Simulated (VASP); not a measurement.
```yaml
crystal:
  lattice:
    - [6.50118, 0.00000, 0.00000]
    - [0.00000, 6.50118, 0.00000]
    - [0.00000, 0.00000, 6.50118]
  atoms:
    - { symbol: Sb, position: [0.62500, 0.87500, 0.12500] }
    - { symbol: Sb, position: [0.12500, 0.62500, 0.87500] }
    - { symbol: Sb, position: [0.62500, 0.62500, 0.62500] }
    - { symbol: Sb, position: [0.37500, 0.37500, 0.37500] }
    - { symbol: Sb, position: [0.87500, 0.12500, 0.62500] }
    - { symbol: Sb, position: [0.87500, 0.37500, 0.12500] }
    - { symbol: Sb, position: [0.12500, 0.87500, 0.37500] }
    - { symbol: Sb, position: [0.37500, 0.12500, 0.87500] }
    - { symbol: Pt, position: [0.00000, 0.50000, 0.50000] }
    - { symbol: Pt, position: [0.50000, 0.00000, 0.50000] }
    - { symbol: Pt, position: [0.00000, 0.00000, 0.00000] }
    - { symbol: Pt, position: [0.50000, 0.50000, 0.00000] }
```

Method: PBE GGA, VASP's PBE PAW potentials (set 64) (plane waves; VASP). Numerical set-up: 300 eV cut-off, 3×3×3 Γ-centred mesh, Fermi-Dirac smearing of 0.010 eV, potentials Sb Pt.

At this cut-off the stress carries a Pulay error, which pulls relaxed volumes low. Unless said otherwise, spin-orbit coupling is left out, though it shifts the bands of the heavy elements here.

Problem. What does the run give for the energy per atom (σ→0), pressure, band gap (on the k-mesh) with the smallest direct gap where there is one?

Solution. 
```yaml
band gap (on the k-mesh): none (metal, semimetal or under 0.01 eV)
energy per atom (σ→0): -5.250 eV/atom
pressure: 2.23 GPa
```

Total energies compare only between runs with the same potentials, cut-off and functional.

The structure is a typed PtSb2 crystal. The cell was not relaxed at this level. The k-mesh is coarse (spacing up to 0.32 per Å, 2π included), so the numbers may not be converged in it.
